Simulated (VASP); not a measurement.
An input for Ansatz (written as the equivalent of a VASP run, and not itself run):

Ansatz 0.2 input:
```yaml
crystal:
  lattice:
    - [0.0000000, 2.6728111, 2.6728111]
    - [2.6728111, 0.0000000, 2.6728111]
    - [2.6728111, 2.6728111, 0.0000000]
  atoms:
    - { symbol: Al, position: [0.0000000, 0.0000000, 0.0000000] }
    - { symbol: P, position: [0.2500000, 0.2500000, 0.2500000] }
kpoints:
  mp_grid: { grid: [9, 9, 9] }
hamiltonian:
  xc: lda
  pseudopotentials: { kind: paw }
scf:
  occupations: { method: gaussian, width: 0.05 }
  max_iter: 100
relax:
  max_steps: 40
  f_tol: 0.02
  cell: { p_target: 10 }
output: { forces: true, stress: true, eigenvalues: true }
```

Q: Write the VASP files for the same calculation (LDA).

A: One answer among several that fit: 
### KPOINTS
```
K-points
0
Gamma
  9 9 9
```

**INCAR**
```
SYSTEM = AlP
PREC = Accurate
ENCUT = 500
EDIFF = 1E-6
NELM = 100
ALGO = Normal
LREAL = .FALSE.
LASPH = .TRUE.
ISMEAR = 0
SIGMA = 0.05
LWAVE = .FALSE.
LCHARG = .FALSE.
IBRION = 2
ISIF = 3
NSW = 40
EDIFFG = -0.02
PSTRESS = 100
```

**POSCAR**
```
AlP
1.0
  0.0000000000   2.6728111500   2.6728111500
  2.6728111500   0.0000000000   2.6728111500
  2.6728111500   2.6728111500   0.0000000000
Al P
1 1
Cart
  0.0000000000   0.0000000000   0.0000000000
  1.3364055750   1.3364055750   1.3364055750
```

POTCAR, in this order: Al P (LDA.64 set). Program: vasp_std.

The two are equivalent in intent, not identical: each code has its own PAW files, so the cut-off isn't converted (ENCUT is set for VASP's; basis.ecutwfc is left out, and Ansatz then takes the one that its files recommend); Ansatz stops its SCF on the density residual and VASP on the energy change (EDIFF); Ansatz's lda is the Perdew-Wang form, while the LDA potentials of VASP carry Perdew-Zunger's.

The compound is AlP in the zinc blende structure. This run relaxes it under an external pressure of 10 GPa. Symmetry was kept, so distortions that lower it aren't found.
